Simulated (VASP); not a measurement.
Input:

```
CdS
1.0
    0.00000     2.51775     2.51775
    2.51775     0.00000     2.51775
    2.51775     2.51775     0.00000
Cd S
1 1
Direct
  0.00000   0.00000   0.00000
  0.50000   0.50000   0.50000
```

Calculation: PBEsol GGA, VASP's PBE PAW potentials (set 64) (plane waves; VASP 6.6.1). Run with 500 eV cut-off, 9×9×9 Γ-centred mesh, Gaussian smearing of 0.050 eV, potentials Cd S.

Question: Estimate the energy per atom (σ→0), pressure.

Answer: 
```
Property                        Value
---------------------  --------------
energy per atom (σ→0)  -3.031 eV/atom
pressure                    30.01 GPa
```

The structure was generated: CdS was put into the rock salt type (Fm-3m), which need not be its known phase. It was relaxed first under an external pressure of 30 GPa.
